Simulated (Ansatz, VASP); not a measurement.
# Ir (linear Ir chain, spacing 2.823 A): VASP beside Ansatz, part 2 of 2

Aim: how closely do two programs agree when they are given the same cell, functional and k mesh?  Valence electrons are named where the data sets of a main pair hold unlike numbers.

VASP 6.6.1 and Ansatz 0.2.0.

So far: The starting structure; VASP: single point, r2SCAN.

## 3. Ansatz: single point, r2SCAN

Level of this step: Ansatz beside VASP: Kohn-Sham DFT, plane waves, r2SCAN (Ansatz).

Ansatz runs on its default PAW (the set named soft_2) files.

The same cell, functional, mesh and smearing now go to Ansatz, which takes its cutoff from its data sets.

input.yaml reads:

```yaml
crystal:
  lattice:
    - [12.0, 0.0, 0.0]
    - [0.0, 12.0, 0.0]
    - [0.0, 0.0, 5.646]
  atoms:
    - { symbol: Ir, position: [0.5, 0.5, 0.0], spin: 0.6 }
    - { symbol: Ir, position: [0.5, 0.5, 0.5], spin: -0.6 }
hamiltonian:
  xc: r2scan
  pseudopotentials: { kind: paw }
magnetization:
  spin_polarized: true
kpoints:
  mp_grid: { grid: [1, 1, 7] }
scf:
  occupations: { method: gaussian, width: 0.1 }
  n_extra_bands: 6
output:
  forces: true
  eigenvalues: true
```

Started as:

```
ansatz run input.yaml --threads 2 --pin off --max-ram 4608MiB --backend cpu --events-out ev --progress --plain --runs-dir out
```

Numbers of over 12 decimals in the logs are rounded to 6 here.

The program printed:

```text
scf.n_extra_bands = 6 over 17 filled bands (N_el = 34.0): the run solves 23 bands
Engine: ansatz 0.2.0, x86_64-unknown-linux-gnu
Pseudopotentials: kind: paw
Pseudopotential: Ir, paw, valence charge 17, recommended cutoff 500 eV (meta_gga), Ir.paw.azcp
Functional definition: r2SCAN
  parameter k0 = 0.174
  parameter k1 = 0.065
  parameter a1 = 4.9479
  exchange = r2scan_x(k0 = k0, k1 = k1, a1 = a1)
  correlation = r2scan_c
Crystal: 2 atoms, lattice volume = 813.024 Å³
Basis set: ecut = 500 eV, 20605 PW (Γ), exchange–correlation on 360×360×180 points (64 copies of the dense FFT grid, shifted against one another)
Bands: 23, of which v1, the nominal top of the filled ones, is band 17 counted from 1 (16 counted from 0)
Symmetry: 16 space group operations
Space group: P4/mmm (ITA 123), of the structure as read, at distance tolerance 9.3e-5 Å
Magnetic group: BNS 123.348 (UNI 1008), of the structure as read, at distance tolerance 9.3e-5 Å
k-points: 4 of 7
Non-local potential: Ir, projectors of the file, l = 0: 3, l = 1: 2, l = 2: 2, l = 3: 1
PAW form: soft (Blöchl's): semilocal exchange-correlation on the pseudo side does not see the compensation charge
PAW frozen core: Ir, regenerated for the run's functional (the file was generated under x = pbe(κ = 0.804, μ = 0.219515), c = pbe(β = 0.066725))
PAW one-centre angular grid: Ir, 590 points (default); XC on 160 Gauss nodes
Initial density: superposition of atomic densities (neutral atoms: chi_scale 0, normalization atom)
Starting moments: Σ|m| = 1.2 μB on 2 of 2 sites
Starting magnetic order: antiferromagnet; a translation exchanges its spin sublattices: spin-degenerate at every k-point
Initial wavefunctions: pseudopotential atomic-orbital guess
Functional: x = r2scan, c = r2scan; τ floored in thin density (d = 2e-4 eV/Å³)
the translation (0, 0, 0.5) carries every atom to within crystal.symmetry.tolerance of an atom of its element with the starting moment reversed, but both spin channels are solved: the dense FFT box has an odd point count along it
iter 1 solved again at ethr=1.24e-3 eV; its pass at ethr=3.10e-3 eV (dr2=4.20e-1 eV) is discarded
SCF iter   1: F=—  HF=-23885.089521 eV  |F-HF|=—  |Δ(HF+E_count)|=         —  Δρ=4.87e-3 (↑4.87e-3 ↓4.86e-3)  dr2=4.14e-1  dr2_τ=1.87e-2  dr2_m=6.89e-2  M=0.001 μB ∫|m|=1.690 μB  β_m=0.30  ethr=1.24e-3  ⟨swp⟩=2.0  Hψ=1222  notcnv=0
Mixer restart at iter 1: flushing history
preconditioner: auto → LDOS  [metal: Δε(μ)=0.033 eV  Ē_g=4.163 eV  σ=0.100 eV  W_gap=0.18  n_scr=54 (ndim 8)  ℏωp=5.5 eV  f_vac=0.837  D(μ)=28.05/eV (n_scr^D=216)]
spin=Collinear: LDOS preconditioning applied to the charge; magnetization (m = ρ↑ − ρ↓) channel mixes plain (no charge-response kernel on spin).
SCF iter   2: F=—  HF=-23884.963252 eV  |F-HF|=—  |Δ(HF+E_count)|=   1.26e-1  Δρ=3.71e-3 (↑3.71e-3 ↓3.70e-3)  dr2=2.04e-1  dr2_τ=7.81e-3  dr2_m=4.94e-2  M=0.002 μB ∫|m|=1.674 μB  β_m=0.30  ethr=1.22e-3  ⟨swp⟩=2.0  Hψ=304  notcnv=0  κ⁻¹=1.0e0(r=1)
SCF iter   3: F=—  HF=-23887.315663 eV  |F-HF|=—  |Δ(HF+E_count)|=         —  Δρ=1.36e-2 (↑1.31e-2 ↓1.36e-2)  dr2=3.76e-1  dr2_τ=1.19e-1  dr2_m=9.52e-1  M=-0.097 μB ∫|m|=3.329 μB  β_m=1.00  ethr=5.99e-4  ⟨swp⟩=2.2  Hψ=366  notcnv=0  defer=4  κ⁻¹=1.0e0(r=1)
SCF iter   4: F=—  HF=-23886.552311 eV  |F-HF|=—  |Δ(HF+E_count)|=   7.63e-1  Δρ=2.91e-3 (↑2.91e-3 ↓1.44e-3)  dr2=6.16e-2  dr2_τ=2.66e-3  dr2_m=2.04e-2  M=-0.359 μB ∫|m|=3.618 μB  β_m=0.30  ethr=1.47e-4  ⟨swp⟩=3.1  Hψ=453  notcnv=0  defer=4  κ⁻¹=1.0e0(r=1)
SCF iter   5: F=—  HF=-23886.584058 eV  |F-HF|=—  |Δ(HF+E_count)|=   3.17e-2  Δρ=3.24e-3 (↑3.24e-3 ↓1.00e-3)  dr2=5.96e-2  dr2_τ=1.94e-3  dr2_m=2.02e-2  M=-0.297 μB ∫|m|=3.680 μB  β_m=0.30  ethr=1.47e-4  ⟨swp⟩=2.0  Hψ=267  notcnv=0  defer=7  κ⁻¹=1.2e-1(r=2)
SCF iter   6: F=—  HF=-23887.013801 eV  |F-HF|=—  |Δ(HF+E_count)|=         —  Δρ=8.46e-3 (↑8.46e-3 ↓4.38e-3)  dr2=1.04e-1  dr2_τ=3.21e-2  dr2_m=2.57e-1  M=0.456 μB ∫|m|=3.919 μB  β_m=1.00  ethr=1.47e-4  ⟨swp⟩=1.4  Hψ=187  notcnv=0  defer=7  κ⁻¹=1.2e-1(r=2)
SCF iter   7: F=—  HF=-23886.704161 eV  |F-HF|=—  |Δ(HF+E_count)|=   3.10e-1  Δρ=4.98e-3 (↑4.98e-3 ↓1.30e-3)  dr2=8.84e-2  dr2_τ=7.57e-3  dr2_m=6.04e-2  M=0.254 μB ∫|m|=3.881 μB  β_m=0.50  ethr=1.47e-4  ⟨swp⟩=2.2  Hψ=319  notcnv=0  defer=7  κ⁻¹=1.2e-1(r=2)
SCF iter   8: F=—  HF=-23886.717155 eV  |F-HF|=—  |Δ(HF+E_count)|=   1.30e-2  Δρ=5.07e-3 (↑5.07e-3 ↓1.30e-3)  dr2=1.00e-1  dr2_τ=5.28e-3  dr2_m=5.38e-2  M=0.284 μB ∫|m|=3.885 μB  β_m=0.41  ethr=1.47e-4  ⟨swp⟩=2.4  Hψ=294  notcnv=0  defer=7  κ⁻¹=5.3e-2(r=3)
[...]
SCF 1 converged in 40 iterations: F = -23886.804017 eV  dr2 = 7.22e-9
  greatest PAW one-centre occupation: 1.009 electrons in one spin orbital (limit 2), on the Ir atom at site 0 (counted from 0), in its partial waves of l = 1
Initial density: read from a saved state, or passed on in memory by an earlier SCF of this step, an earlier step, the calling program or the single point that the run made first
Starting moments: Σ|m| = 1.2 μB on 2 of 2 sites; this step starts from the density that it was given
Initial wavefunctions: those read from a saved state, or passed on in memory by an earlier step or the calling program
[...]
SCF iter  11: F=-23886.933746 eV  HF=-23886.933746 eV  |F-HF|=3.13e-10  |Δ(HF+E_count)|=  6.91e-11  Δρ=1.12e-6 (↑1.10e-6 ↓1.12e-6)  dr2=1.31e-8  dr2_τ=1.32e-9  dr2_m=4.61e-9  M=0.571 μB ∫|m|=4.090 μB  ethr=3.87e-11  ⟨swp⟩=1.0  Hψ=648  notcnv=0
SCF 4 converged in 11 iterations: F = -23886.933746 eV  dr2 = 1.31e-8
the translation (0, 0, 0.5) carries every atom to within crystal.symmetry.tolerance of an atom of its element with the starting moment reversed, but both spin channels are solved: the run starts from a saved state that isn't shown to keep it, or this solve from the single point that its walk made first
iter 1 solved again at ethr=3.85e-11 eV; its pass at ethr=3.10e-3 eV (dr2=1.31e-8 eV) is discarded
SCF iter   1: F=-23886.933746 eV  HF=-23886.933746 eV  |F-HF|=3.13e-10  |Δ(HF+E_count)|=         —  Δρ=1.12e-6 (↑1.10e-6 ↓1.12e-6)  dr2=1.31e-8  dr2_τ=1.32e-9  dr2_m=4.61e-9  M=0.571 μB ∫|m|=4.090 μB  β_m=1.20  ethr=3.85e-11  ⟨swp⟩=2.0  Hψ=731  notcnv=0
preconditioner: auto → Resta (q_TF=auto, 1.607 Å⁻¹)  ε∞=2.5  [insulator: Δε(μ)=0.405 eV  Ē_g=4.477 eV  σ=0.100 eV  W_gap=0.50  n_scr=54 (ndim 8)  ℏωp=5.5 eV  f_vac=0.848  D(μ)=1.62/eV (n_scr^D=4)  ε∞_Penn≈2.5  vacuum switching on, ρ_ref=1.5e-3 e/Å³]
spin=Collinear: Resta preconditioning applied to the charge; magnetization (m = ρ↑ − ρ↓) channel mixes plain (no charge-response kernel on spin).
SCF iter   2: F=-23886.933746 eV  HF=-23886.933746 eV  |F-HF|=4.37e-10  |Δ(HF+E_count)|=   8.64e-9  Δρ=8.68e-7 (↑6.81e-7 ↓8.68e-7)  dr2=7.55e-9  dr2_τ=1.90e-10  dr2_m=1.35e-9  M=0.571 μB ∫|m|=4.090 μB  ethr=3.85e-11  ⟨swp⟩=7.4  Hψ=587  notcnv=0
SCF 5 converged in 2 iterations: F = -23886.933746 eV  dr2 = 7.55e-9
the translation (0, 0, 0.5) carries every atom to within crystal.symmetry.tolerance of an atom of its element with the starting moment reversed, but both spin channels are solved: the run starts from a saved state that isn't shown to keep it, or this solve from the single point that its walk made first
iter 1 solved again at ethr=2.22e-11 eV; its pass at ethr=2.94e-6 eV (dr2=7.55e-9 eV) is discarded
SCF iter   1: F=-23886.933746 eV  HF=-23886.933746 eV  |F-HF|=4.51e-10  |Δ(HF+E_count)|=         —  Δρ=8.69e-7 (↑6.81e-7 ↓8.69e-7)  dr2=7.55e-9  dr2_τ=1.90e-10  dr2_m=1.35e-9  M=0.571 μB ∫|m|=4.090 μB  ethr=2.22e-11  ⟨swp⟩=1.0  Hψ=902  notcnv=0
spin=Collinear: Resta preconditioning applied to the charge; magnetization (m = ρ↑ − ρ↓) channel mixes plain (no charge-response kernel on spin).
SCF iter   2: F=-23886.928576 eV  HF=-23886.922780 eV  |F-HF|=5.80e-3  |Δ(HF+E_count)|=   1.10e-2  Δρ=1.07e-3 (↑9.26e-4 ↓1.07e-3)  dr2=4.11e-3  dr2_τ=4.66e-4  dr2_m=3.67e-3  M=0.571 μB ∫|m|=4.095 μB  ethr=2.94e-6  ⟨swp⟩=1.0  Hψ=1048  notcnv=0
SCF iter   3: F=-23886.931153 eV  HF=-23886.931047 eV  |F-HF|=1.06e-4  |Δ(HF+E_count)|=   8.27e-3  Δρ=1.56e-4 (↑1.39e-4 ↓1.56e-4)  dr2=1.44e-4  dr2_τ=1.19e-5  dr2_m=1.37e-4  M=0.571 μB ∫|m|=4.095 μB  ethr=3.01e-6  ⟨swp⟩=1.0  Hψ=547  notcnv=0
SCF iter   4: F=-23886.933388 eV  HF=-23886.933374 eV  |F-HF|=1.44e-5  |Δ(HF+E_count)|=   2.33e-3  Δρ=5.19e-5 (↑5.19e-5 ↓4.08e-5)  dr2=1.14e-5  dr2_τ=1.43e-6  dr2_m=1.05e-5  M=0.571 μB ∫|m|=4.091 μB  ethr=8.78e-7  ⟨swp⟩=1.0  Hψ=559  notcnv=0
an SCF along what the orbitals of the run's state read of its open shells (or to have them read: on a GPU, or by another smearing), with 14 of the crystal's symmetry operations given up, reached no lower state that the run goes on to. This is no proof of a minimum
WARN: the starting moments, 1.2 μB in size (2 sites), cancel, and the state that the SCF closed on does not: its net magnetisation is 5.8e-1 μB in size, over 0.1 of its absolute magnetisation of 4.0e0 μB. That can be the system's own (a ferrimagnet, charge order, parts that are not each other's image, a moment on a site that was given none, an odd count of electrons). If an antiferromagnet was meant, this may not be its state of lowest energy; this SCF does not show which is lower. To compare, run with the total held at zero (magnetization.initial_magnetization: 0 with magnetization.spin_locking.lock_magnetization: [rest of the remark cut]
SCF converged after 2 iterations
Stability not told: the SCF's own minimisation came to no verdict on its close; the lowest value that the minimisation read is 3.7e-2 (residual 1.8e-2): no lower mode is shown, and none is ruled out
Magnetization: 0.5712 μB (17.2856 up, 16.7144 down)
Absolute magnetization: 4.1043 μB (∫|ρ↑−ρ↓|, with the PAW one-centre terms)
Spin contamination: 2.0131 ħ² per cell (⟨S²⟩ above its minimum at these occupations)
Per-site moments (μB) at R_I (Å): [(1.915305, 1.1644875), (-1.266471, 1.1644875)]
Free energy (F): -23886.933746 eV
Harris-Foulkes:  -23886.933746 eV  (|F-HF|=4.37e-10)
Internal energy: -23886.925659 eV  (E = F + TS)
E sigma→0 (E₀):  -23886.929702 eV
Entropy (-TS):   -0.008087 eV (-4.044 meV/atom)
Fermi energy:    -4.198413 eV
--- Per-component energies (eV) ---
  E_band       = -1140.241846
  E_kinetic    = 1235.266779
  E_local      = -11236.755716  (includes V_loc(G=0)·N_el)
  E_nonlocal   = 157.662991
  E_hartree    = 4898.119691
  E_xc         = -499.102503
  E_vxc        = -652.247457  (∫ρ·V_xc dr)
  E_paw        = -18502.341657  (= ΣΔE_a)
  E_vpaw       = -483.397056  (= ΣTr[D̂ρ^β])
  E_aug_tail   = -0.000030  (compensation charges beyond the density's cutoff)
  E_vtau       = 42.989458  (kinetic-family band-sum trace: ∫τ·v_τ [+ j·A + Jᵃ·Aᵃ] dr)
  E_ewald      = 60.858574
  E_core_change = -0.633787  (= ΣΔE_core)
  E_smearing   = -0.008087  (= −TS)
  E_closure    = 0.000000  (closes the sum)
  Σ components = -23886.933746   (vs F -23886.933746, Δ=0.00e0)
--- Forces (eV/Å), atoms counted from 1 ---
  atom   1  Ir     0.00000000     0.00000000     0.00000000
  atom   2  Ir     0.00000000     0.00000000     0.00000000
  max |Σ_I F_I| component: 0.00e0 eV/Å
--- Band table (eV; the first three rows and the last of 8) ---
  k-point 0 ↑: bands = [... 13 lower, -5.6571, -4.8591, -4.4765, -4.4233, -3.3134, -3.1333, -0.9933, -0.9279, ... 2 higher]
  k-point 1 ↑: bands = [... 13 lower, -5.6525, -4.8676, -4.6240, -4.5967, -3.3865, -3.1519, -2.0034, -0.7868, ... 2 higher]
  k-point 2 ↑: bands = [... 13 lower, -5.6114, -5.0009, -4.9871, -4.8758, -3.7333, -3.5297, -3.1843, -0.2709, ... 2 higher]
  k-point 3 ↓: bands = [... 13 lower, -5.4648, -5.3656, -5.0201, -4.7802, -4.6846, -3.7930, -3.2608, 0.4292, ... 2 higher]
```

The job ended after 14 min (2 threads of Intel Xeon Platinum 8259CL at 2.50GHz (Skylake/Cascade Lake), shared host; peak memory 2.5 GiB; 28 min of CPU time).

The column dr2 measures how far the density is from self-consistency, as an energy; F and HF (Harris–Foulkes) agree once it is small.

## 4. Differences

Known differences besides the potentials themselves: VASP keeps PBE cores, Ansatz makes them for the functional; the data sets hold 34 valence electrons in Ansatz (on its default PAW (the set named soft_2) files) and 18 in VASP; the cutoff is 500 eV in Ansatz and 350 eV in VASP (PREC = Normal); site moments are counted in spheres of each program's own size. Total energies have different zeros and are not compared.

The two programs side by side:

```csv
quantity,Ansatz,VASP,difference
total moment (μB),0.57,0.00,+0.57
moment on Ir1 (μB),1.92,1.77,+0.15
moment on Ir2 (μB),-1.27,-1.77,+0.50
```

With vacuum in the cell, a pressure given here is an average over mostly empty space and none of the material. By their total or site moments the two runs ended in different magnetic states: Ansatz left the typed order; the other differences may follow from that, so they don't measure the programs' precision.

## 5. Results

* difference in total moment (single point, r2SCAN): 0.57 μB

In words: The difference in total moment is 0.57 μB (single point, r2SCAN). The data sets hold unlike numbers of valence electrons (34 in Ansatz and 18 in VASP), so part of the differences comes from the potentials. The runs of the single point, r2SCAN pair ended with unlike moments, so it says little about numerical agreement. What causes the difference of the single point, r2SCAN pair stays open here. How closely two codes agree says nothing of how well the functional describes the real material.

[Lines on the potential files, build, host, timing and source positions are cut from VASP's logs without a mark.]

[Logs are printed without paths, hosts, clocks, repeated set-up lines and the standing remarks that a program may print on its own settings, such as how far it seeks lower states.]

[Hosts, paths, dates, database ids (printed as entryN), source tags and the programs' standing remarks are cut or masked in the printed files.]
